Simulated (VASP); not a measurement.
An input for Ansatz (written as the equivalent of a VASP run, and not itself run):

Ansatz 0.2 input:
```yaml
crystal:
  lattice:
    - [0.0000000, 2.4378000, 2.4378000]
    - [2.4378000, 0.0000000, 2.4378000]
    - [2.4378000, 2.4378000, 0.0000000]
  atoms:
    - { symbol: B, position: [0.0000000, 0.0000000, 0.0000000] }
    - { symbol: As, position: [0.2500000, 0.2500000, 0.2500000] }
kpoints:
  mp_grid: { grid: [6, 6, 6], shift: [0.5, 0.5, 0.5] }
hamiltonian:
  xc: pbe
  pseudopotentials: { kind: paw }
scf:
  occupations: { method: gaussian, width: 0.05 }
  max_iter: 100
output: { forces: true, stress: true, eigenvalues: true }
```

Task: Translate this input to VASP (INCAR, KPOINTS, POSCAR, choice of POTCAR).

Result: One answer among several that fit: 
**KPOINTS**
```
kpoints
0
Monkhorst Pack
6 6 6
0 0 0
```

**INCAR**
```
! general
SYSTEM  = BAs
PREC    = Accurate
ENCUT   = 520
LREAL   = .False.
LASPH   = .True.

! electronic loop
EDIFF   = 1E-6
NELM    = 100
ALGO    = Normal
LMAXMIX = 4

! smearing
ISMEAR  = 0
SIGMA   = 0.05

! functional
GGA     = PE

! ions
ISIF    = 2

! output
LWAVE   = .False.
LCHARG  = .False.
```

POSCAR:
```
BAs
1
    0.0000000000     2.4378000000     2.4378000000
    2.4378000000     0.0000000000     2.4378000000
    2.4378000000     2.4378000000     0.0000000000
B As
1 1
Direct
  0.0000000000   0.0000000000   0.0000000000
  0.2500000000   0.2500000000   0.2500000000
```

POTCAR, in this order: B As (PBE.64 set). Program: vasp_std.

What does not carry over: each code has its own PAW files, so the cut-off isn't converted (ENCUT is set for VASP's; basis.ecutwfc is left out, and Ansatz then takes the one that its files recommend); Ansatz stops its SCF on the density residual and VASP on the energy change (EDIFF); an even Monkhorst-Pack mesh in KPOINTS is shifted by half a step.

The compound is BAs in the zinc blende structure. The cell was not relaxed at this level. The run is one of a series of settings (KPOINTS 6×6×6 Monkhorst-Pack mesh against the base run), some of them coarse on purpose.
